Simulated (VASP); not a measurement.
These are revPBE GGA, VASP's PBE PAW potentials (set 64) (plane waves; VASP) values and carry that method's errors.

VASP ran on this input.

**KPOINTS**
```
Automatic mesh
0
Gamma
7 7 7
0 0 0
```

File POSCAR:
```
CdTe
1
    0.0000000000     3.3495237603     3.3495237603
    3.3495237603     0.0000000000     3.3495237603
    3.3495237603     3.3495237603     0.0000000000
Cd Te
1 1
Direct
  1.0000000000   0.0000000000   1.0000000000
  0.2500000000   0.2500000000   0.2500000000
```

### INCAR
```
SYSTEM  =  CdTe
PREC  =  Accurate; ENCUT  =  520; LREAL  =  .False.
LASPH  =  .True.
EDIFF  =  1E-7; NELM  =  100; ALGO  =  Normal
LMAXMIX  =  4
ISMEAR  =  0; SIGMA  =  0.05
GGA  =  RE
ISIF  =  2
LWAVE  =  .False.; LCHARG  =  .False.
```

POTCAR, in this order: Cd Te (PBE.64 set). Program: vasp_std.

Task: What will the output report for the number of irreducible k-points (NKPTS), largest plane-wave count, number of space-group operations, FFT grid (NGX, NGY, NGZ)?

Result: 
number of irreducible k-points (NKPTS): 20
largest plane-wave count: 2085
number of space-group operations: 24
FFT grid (NGX, NGY, NGZ): 36 × 36 × 36

The compound is CdTe in the zinc blende structure. It was relaxed first, which changed the volume by +10 %.
